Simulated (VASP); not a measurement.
GaN (wurtzite), at 1.04 of the tabulated volume:

```xyz
4
Lattice="1.6160 -2.7990 0.0000 1.6160 2.7990 0.0000 0.0000 0.0000 5.2583" Properties=species:S:1:pos:R:3 pbc="T T T"
Ga     1.6160    -0.9330     2.6291
Ga     1.6160     0.9330     0.0000
N      1.6160    -0.9330     4.6115
N      1.6160     0.9330     1.9824
```

The lowest empty band near Γ, direction c, from PBE with spin-orbit coupling in VASP (PAW); its two spin partners are averaged. The gap over the points computed is 1.64 eV, and the next band on that side lies 2.34 eV away at the edge.

Run with 520 eV cut-off, 9×9×5 Γ-centred mesh, Gaussian smearing of 0.050 eV, potentials Ga_d N.

```
distance from the edge in k (1/Å)  distance in energy (meV)
---------------------------------  ------------------------
0.012                                                   3.9
0.018                                                   8.8
0.025                                                  16.9
0.035                                                  32.9
0.050                                                  65.7
0.070                                                 124.0
```

Q: Fit E(1 + αE) = ħ²k²/2m* (ħ²/2m0 = 3.810 eV Å²) and predict the row at 0.095 1/Å.

A: Least squares on the energies gives the electron mass m* = 0.139 m0 and α = 0.68 per eV, and so 216.0 meV. The run gave 215.6 meV, -0.4 meV from the fit.

Left out are points under 3 meV from the edge, since the levels carry 0.1 meV, and points farther than half the way to the next band.

The compound is GaN in the wurtzite structure. The cell was not relaxed at this level.
